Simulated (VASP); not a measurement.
An input for Ansatz (written as the equivalent of a VASP run, and not itself run):

Ansatz 0.2 input:
```yaml
crystal:
  lattice:
    - [0.0000000, 2.3739316, 2.3739316]
    - [2.3739316, 0.0000000, 2.3739316]
    - [9.3805182, 9.3805182, 0.1152083]
  atoms:
    - { symbol: Cd, position: [0.9998183, 0.9998183, 0.0001363] }
    - { symbol: Cd, position: [0.0000000, 0.0000000, 0.2500000] }
    - { symbol: Cd, position: [0.0001817, 0.0001817, 0.4998637] }
    - { symbol: O, position: [0.4999431, 0.4999431, 0.1250427] }
    - { symbol: O, position: [0.5000569, 0.5000569, 0.3749573] }
    - { symbol: O, position: [0.4973651, 0.4973651, 0.6269762] }
    - { symbol: O, position: [0.5026349, 0.5026349, 0.8730238] }
    - { symbol: Ca, position: [0.0000000, 0.0000000, 0.7500000] }
kpoints:
  mp_grid: { grid: [9, 9, 3] }
hamiltonian:
  xc: pbesol
  pseudopotentials: { kind: paw }
scf:
  occupations: { method: tetrahedron }
  max_iter: 100
output: { forces: true, stress: true, eigenvalues: true }
```

Write the VASP files for the same calculation (PBEsol).

Several could match; the one computed here: 
File POSCAR:
```
CaCd3O4
1
    0.0000000000     2.3739316275     2.3739316275
    2.3739316275     0.0000000000     2.3739316275
    9.3805182265     9.3805182265     0.1152082835
Cd O Ca
3 4 1
Direct
  0.9998182901   0.9998182901   0.0001362824
  0.0000000000   0.0000000000   0.2500000000
  0.0001817099   0.0001817099   0.4998637176
  0.4999430824   0.4999430824   0.1250426882
  0.5000569176   0.5000569176   0.3749573118
  0.4973650966   0.4973650966   0.6269761775
  0.5026349034   0.5026349034   0.8730238225
  0.0000000000   0.0000000000   0.7500000000
```

**INCAR**
```
! general
SYSTEM  = CaCd3O4
PREC    = Accurate
ENCUT   = 520
LREAL   = F
LASPH   = T

! electronic loop
EDIFF   = 1E-7
NELM    = 100
ALGO    = Normal
LMAXMIX = 4

! smearing
ISMEAR  = -5

! functional
GGA     = PS

! ions
ISIF    = 2

! output
LWAVE   = F
LCHARG  = T
LORBIT  = 11
NEDOS   = 601

! other
LEFG    = T
```

File KPOINTS:
```
kpoints
0
Gamma
 9 9 3
```

POTCAR, in this order: Cd O Ca_sv (PBE.64 set). Program: vasp_std.

Limits of the translation: each code has its own PAW files, so the cut-off isn't converted (ENCUT is set for VASP's; basis.ecutwfc is left out, and Ansatz then takes the one that its files recommend); Ansatz stops its SCF on the density residual and VASP on the energy change (EDIFF); the field gradients of LEFG aren't asked of the other code.

The structure was generated: CaCd3O4 was put into an ordered model structure (R-3m), which need not be its known phase. It was relaxed first.
